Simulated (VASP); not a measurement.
OSZICAR of a VASP run on LiH (rock salt):

OSZICAR:
```
       N       E                     dE             d eps       ncg     rms          rms(c)
DAV:   1    -0.364372066005E+01   -0.36437E+01   -0.14338E+03   684   0.624E+02
DAV:   2    -0.868051440375E+01   -0.50368E+01   -0.49192E+01  1134   0.832E+01
DAV:   3    -0.881238620517E+01   -0.13187E+00   -0.13187E+00   954   0.117E+01
DAV:   4    -0.881384029534E+01   -0.14541E-02   -0.14541E-02  1002   0.133E+00
DAV:   5    -0.881384788441E+01   -0.75891E-05   -0.75891E-05  1026   0.798E-02    0.202E+00
DAV:   6    -0.651583665487E+01    0.22980E+01   -0.48180E+00   672   0.208E+01    0.199E+00
DAV:   7    -0.632841287688E+01    0.18742E+00   -0.11123E-01   954   0.438E+00    0.208E+00
DAV:   8    -0.659032891572E+01   -0.26192E+00   -0.39543E-01   816   0.737E+00    0.106E+00
DAV:   9    -0.752313645632E+01   -0.93281E+00   -0.77354E-01   678   0.162E+01    0.738E-01
DAV:  10    -0.733093821004E+01    0.19220E+00   -0.44758E-01   984   0.584E+00    0.100E+00
DAV:  11    -0.726779204987E+01    0.63146E-01   -0.89135E-02  1104   0.300E+00    0.901E-01
DAV:  12    -0.728430564874E+01   -0.16514E-01   -0.16265E-02   684   0.188E+00    0.627E-01
DAV:  13    -0.736268059589E+01   -0.78375E-01   -0.12354E-01   708   0.431E+00    0.111E+00
DAV:  14    -0.748331176608E+01   -0.12063E+00   -0.29055E-01   708   0.720E+00    0.184E+00
DAV:  15    -0.731683569115E+01    0.16648E+00   -0.73507E-01   702   0.136E+01    0.557E-01
DAV:  16    -0.732701566588E+01   -0.10180E-01   -0.21333E-02   732   0.177E+00    0.472E-01
DAV:  17    -0.732179765721E+01    0.52180E-02   -0.61385E-03   816   0.985E-01    0.297E-01
DAV:  18    -0.731902876059E+01    0.27689E-02   -0.36089E-03   708   0.868E-01    0.120E-01
DAV:  19    -0.731575432803E+01    0.32744E-02   -0.38363E-03   720   0.107E+00    0.403E-02
DAV:  20    -0.731740505446E+01   -0.16507E-02   -0.22657E-03   702   0.460E-01    0.102E-01
DAV:  21    -0.731616494639E+01    0.12401E-02   -0.70848E-04   672   0.407E-01    0.102E-01
DAV:  22    -0.731782703718E+01   -0.16621E-02   -0.10947E-03   732   0.508E-01    0.102E-01
DAV:  23    -0.731798560958E+01   -0.15857E-03   -0.32544E-04   672   0.299E-01    0.504E-02
DAV:  24    -0.731836907440E+01   -0.38346E-03   -0.41968E-04   822   0.355E-01    0.269E-02
DAV:  25    -0.731845117525E+01   -0.82101E-04   -0.22090E-04   972   0.257E-01    0.467E-03
DAV:  26    -0.731843451053E+01    0.16665E-04   -0.77348E-05   990   0.152E-01    0.596E-03
DAV:  27    -0.731844275190E+01   -0.82414E-05   -0.18585E-06   708   0.184E-02    0.592E-03
DAV:  28    -0.731845660109E+01   -0.13849E-04   -0.20346E-05   720   0.695E-02    0.445E-03
DAV:  29    -0.731845900265E+01   -0.24016E-05   -0.14705E-06   684   0.211E-02    0.117E-03
DAV:  30    -0.731845902110E+01   -0.18442E-07   -0.31441E-07   672   0.709E-03
   1 F= -.73184590E+01 E0= -.73184590E+01  d E =-.816060E-30
```

### Question
Which electronic solver shows in the log?

### Answer
It is blocked Davidson (ALGO = Normal, or the opening steps of other solvers). The INCAR had ALGO = Normal.

### Question
Can the final energy be trusted as converged?

### Answer
The calculation finished and met its thresholds. It stopped with EDIFF = 1E-7, NELM = 100 (revTPSS meta-GGA, plane waves, VASP's PBE PAW potentials (set 64)).

The compound is LiH in the rock salt structure. It was relaxed first, which changed the volume by -10 %.
